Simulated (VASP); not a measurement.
Level of theory: PBE GGA, VASP's PBE PAW potentials (set 64) (plane waves; VASP). Each cell was relaxed at this level, without spin-orbit coupling.

Q: Which of these comes out without a gap?
A) CuCl, F-43m (216)
B) NaI, Fm-3m (225)
C) NaF, Fm-3m (225)
D) Ge, Fd-3m (227)

A: D, Ge, Fd-3m (227). The others have gaps of 0.54 eV (CuCl, F-43m (216)), 6.10 eV (NaF, Fm-3m (225)), 3.59 eV (NaI, Fm-3m (225)).
